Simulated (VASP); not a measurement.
```
C
1.0
    1.23790    -2.14411     0.00000
    1.23790     2.14411     0.00000
    0.00000     0.00000     9.54850
C
4
Cartesian
  0.00000   0.00000   2.38713
  0.00000   0.00000   7.16138
  1.23790   0.71471   2.38713
  1.23790  -0.71471   7.16138
```

All values below come from revPBE GGA, VASP's PBE PAW potentials (set 64) (plane waves; VASP). Settings: 520 eV cut-off, 11×11×3 Γ-centred mesh, tetrahedra with Blöchl corrections, potentials C.

The cores are frozen, which limits the accuracy of field gradients. Without a dispersion term in the relaxation, distances and binding between the weakly bound layers, chains or molecules are unreliable, and so is what depends on them.

**Question.** Give the principal components of the electric field gradient (V/Å²) and the asymmetry η at each nucleus.

**Answer.** 
```csv
atom,Vxx,Vyy,Vzz,η
C1,-14.7,-14.7,29.4,0.00
C2,-14.7,-14.7,29.4,0.00
C3,-14.7,-14.7,29.3,0.00
C4,-14.7,-14.7,29.3,0.00
```

The compound is C in the graphite structure. It was relaxed first, which changed the volume by +44 %.
